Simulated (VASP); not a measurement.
Energy against volume of CsCl (CsCl type). Method: MS2 meta-GGA, VASP's PBE PAW potentials (set 64) (plane waves; VASP). Run with 520 eV cut-off, 7×7×7 Γ-centred mesh, Gaussian smearing of 0.050 eV, potentials Cs_sv Cl.

| V (Å³/atom) | E (eV/atom) |
|---|---|
| 33.507 | -3.16375 |
| 34.576 | -3.16985 |
| 35.645 | -3.17180 |
| 36.715 | -3.17027 |

Fit these four points and predict the energy of the run at 37.784 Å³/atom.

A cubic in V^(−2/3), the third-order Birch-Murnaghan form, passes through the four points with V0 = 35.68 Å³/atom and B0 = 17 GPa, and gives -3.1658 eV/atom there. The run gave -3.1659 eV/atom, -0.0 meV/atom from the fit; all five points give B0 = 17 GPa.

The compound is CsCl in the CsCl type structure. It was relaxed first.
